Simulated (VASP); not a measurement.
# PbSe (relaxed from the WC structure, space group P-6m2): computed properties

Method: r2SCAN meta-GGA, VASP's PBE PAW potentials (set 64) (plane waves; VASP).

space group: P-6m2 (187)
cell: a = b = 4.1900 Å, c = 3.9213 Å, α = β = 90.00°, γ = 120.00°
volume per atom: 29.81 Å³/atom
band gap (over mesh and band path): none (metal, semimetal or under 0.01 eV)
density: 7.97 g/cm³

Space group P-6m2 (No. 187); a = 4.190 Å, b = 4.190 Å, c = 3.921 Å, α = 90.00°, β = 90.00°, γ = 120.00°

```csv
atom,site,symmetry,x,y,z
Pb,1a,-6m2,0.0000,0.0000,0.0000
Se,1f,-6m2,0.6667,0.3333,0.5000
```

Unless said otherwise, spin-orbit coupling is left out, though it shifts the bands of the heavy elements here.

The structure was generated: PbSe was put into the WC type (P-6m2), which need not be its known phase. It was relaxed first. Symmetry was kept, so distortions that lower it aren't found.
